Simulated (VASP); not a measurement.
Input for VASP

POSCAR:
```
GeS
1
   10.8594490000     0.0000000000     0.0000000000
    0.0000000000     3.6294430000     0.0000000000
    0.0000000000     0.0000000000     4.5561490000
Ge S
4 4
Direct
  0.8722500000   0.2500000000   0.3668900000
  0.1277500000   0.7500000000   0.6331100000
  0.6277500000   0.7500000000   0.8668900000
  0.3722500000   0.2500000000   0.1331100000
  0.6548300000   0.2500000000   0.5147900000
  0.3451700000   0.7500000000   0.4852100000
  0.8451700000   0.7500000000   0.0147900000
  0.1548300000   0.2500000000   0.9852100000
```

### INCAR
```
ALGO = Normal
EDIFF = 1E-6
ENCUT = 210
ISIF = 2
ISMEAR = -1
LASPH = .TRUE.
LCHARG = .FALSE.
LMAXMIX = 4
LREAL = .FALSE.
LWAVE = .FALSE.
NELM = 100
PREC = Accurate
SIGMA = 0.2
SYSTEM = GeS
```

### KPOINTS
```
Automatic mesh
0
Gamma
4 4 4
0.5 0.5 0.5
```

POTCAR, in this order: Ge_d S (LDA.64 set). Program: vasp_std.

Problem. Write an equivalent input for Quantum ESPRESSO's pw.x.

Solution. One equivalent input (not run):
```
&CONTROL
  calculation = 'scf'
  pseudo_dir = './pseudo'
  outdir = './out'
  tprnfor = .true.
  tstress = .true.
/
&SYSTEM
  ibrav = 0
  nat = 8
  ntyp = 2
  ecutwfc = 78
  occupations = 'smearing'
  smearing = 'fermi-dirac'
  degauss = 0.0147
  input_dft = 'pz'
/
&ELECTRONS
  conv_thr = 7.3e-08
  electron_maxstep = 100
/
ATOMIC_SPECIES
  Ge 72.630 Ge.upf
  S 32.060 S.upf
CELL_PARAMETERS angstrom
    10.8594490    0.0000000    0.0000000
     0.0000000    3.6294430    0.0000000
     0.0000000    0.0000000    4.5561490
ATOMIC_POSITIONS crystal
  Ge   0.8722500  0.2500000  0.3668900
  Ge   0.1277500  0.7500000  0.6331100
  Ge   0.6277500  0.7500000  0.8668900
  Ge   0.3722500  0.2500000  0.1331100
  S    0.6548300  0.2500000  0.5147900
  S    0.3451700  0.7500000  0.4852100
  S    0.8451700  0.7500000  0.0147900
  S    0.1548300  0.2500000  0.9852100
K_POINTS automatic
  4 4 4 1 1 1
```
Limits of the translation: the potentials are each code's own (VASP's PAW set, PseudoDojo norm-conserving files in pw.x), so ENCUT and ecutwfc are chosen apart and not converted; conv_thr bounds pw.x's estimated SCF error, while EDIFF bounds the energy change between steps.

The structure comes from a computed database's GeS entry, a phase known from measurement. The cell was not relaxed at this level. The k-mesh is coarse (spacing up to 0.43 per Å, 2π included), so the numbers may not be converged in it. The run is one of a series of settings (ENCUT = 210, SIGMA = 0.2, KPOINTS 4×4×4 Γ-centred mesh shifted by (0.5, 0.5, 0.5) against the base run), some of them coarse on purpose.
